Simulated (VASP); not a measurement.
The system is Be3CdSe4.

```
Be Cd Se
1.0
     3.88977    0.00000    0.00000
     0.00000    3.88977    0.00000
     0.00000    0.00000    9.49062
Be Cd Se
3 1 4
Cartesian
  1.9449 1.9449 6.7333
  1.9449 1.9449 2.7573
  0.0000 0.0000 0.0000
  0.0000 0.0000 4.7453
  1.9449 0.0000 1.5101
  1.9449 0.0000 7.9805
  0.0000 1.9449 7.9805
  0.0000 1.9449 1.5101
```

The cell was built by a generator and needn't be a form met in nature.

* Program: VASP 6.6.1
* Task: relaxation of cell and atoms
* Functional: PBE
* Potentials or basis: VASP PAW PBE potentials, release 64 (Be, Cd, Se)
* Cutoff: 520 eV
* k mesh: 4 × 4 × 2
* Occupations: gaussian, width 0.15 eV
* Spin: no spin polarisation

At the start: pressure 12.5 GPa; volume 17.95 Å³/atom.

Q: How do energy, volume and symmetry change on relaxing?

A: Over 18 steps the energy falls by 355.0 meV/atom and the volume is 19.40 Å³/atom (+8.1 %); space group P4/mmm (No. 123, to 0.05 Å).

The path:
```tsv
step	energy change (eV)	largest force (eV/Å)	pressure (GPa)	volume (Å³)
1	0.0000	1.0113	12.48	143.60
2	-1.4114	1.1729	-1.77	174.42
3	-1.4114	1.1680	-1.73	174.23
4	-1.7781	1.0019	-1.67	173.41
5	-2.0920	0.5223	-1.78	171.29
6	-2.5252	0.5952	-1.89	164.52
7	-2.6789	0.2551	3.30	152.30
8	-2.7071	0.3907	1.80	155.49
9	-2.7875	0.0196	0.22	159.27
10	-2.7875	0.0208	0.13	159.30
11	-2.8101	0.0897	-1.31	160.86
12	-2.8120	0.0704	-1.04	160.52
13	-2.8338	0.1177	-0.08	155.80
14	-2.8330	0.1284	0.58	154.18
15	-2.8339	0.1238	0.34	154.91
16	-2.8340	0.1221	0.31	155.17
17	-2.8340	0.1204	0.23	155.48
18	-2.8401	0.0786	0.10	155.24
```

Final structure:
```cif
data_structure
_symmetry_space_group_name_H-M 'P 1'
_symmetry_Int_Tables_number 1
_cell_length_a 4.5742
_cell_length_b 4.5742
_cell_length_c 7.4192
_cell_angle_alpha 90.000
_cell_angle_beta 90.000
_cell_angle_gamma 90.000
_cell_volume 155.24
loop_
_atom_site_label
_atom_site_type_symbol
_atom_site_fract_x
_atom_site_fract_y
_atom_site_fract_z
_atom_site_occupancy
Be1 Be 0.50000 0.50000 0.76163 1
Be2 Be 0.50000 0.50000 0.23837 1
Be3 Be 0.00000 0.00000 0.00000 1
Cd1 Cd 0.00000 0.00000 0.50000 1
Se1 Se 0.50000 0.00000 0.21888 1
Se2 Se 0.50000 0.00000 0.78112 1
Se3 Se 0.00000 0.50000 0.78112 1
Se4 Se 0.00000 0.50000 0.21888 1
```

Caveat: the k mesh is coarse (spacing up to 0.40 Å⁻¹), so the values aren't converged.
